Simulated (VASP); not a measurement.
```
GdN
1.0
    0.00000     2.47303     2.47303
    2.47303     0.00000     2.47303
    2.47303     2.47303     0.00000
Gd N
1 1
Direct
  0.00000   0.00000   0.00000
  0.50000   0.50000   0.50000
```

Calculation: SCAN meta-GGA, VASP's PBE PAW potentials (set 64) (plane waves; VASP). Settings: 520 eV cut-off, 10×10×10 Γ-centred mesh, tetrahedra with Blöchl corrections, potentials Gd_3 N.

The 4f electrons are frozen in the core of the lanthanide potential, so 4f levels, which can set the real gap, and their magnetism are missing.

### Question
Give the energies of bands 5 to 10 at the high-symmetry points, in eV from the valence-band maximum.

### Answer

```json
[
 {"band": "5", "Γ": "0.00", "X": "-1.08", "U": "-2.14", "L": "-4.17", "W": "-2.30"},
 {"band": "6", "Γ": "0.00", "X": "-0.25", "U": "-1.34", "L": "-2.46", "W": "-1.27"},
 {"band": "7", "Γ": "0.00", "X": "-0.25", "U": "-1.26", "L": "-2.46", "W": "-1.27"},
 {"band": "8", "Γ": "3.37", "X": "0.26", "U": "2.65", "L": "5.38", "W": "4.30"},
 {"band": "9", "Γ": "3.37", "X": "5.37", "U": "5.37", "L": "6.10", "W": "4.30"},
 {"band": "10", "Γ": "3.37", "X": "7.60", "U": "6.79", "L": "6.97", "W": "5.37"}
]
```

The gap is indirect, 0.26 eV, from the valence maximum at Γ to the conduction minimum at X.

The compound is GdN in the rock salt structure. It was relaxed first.
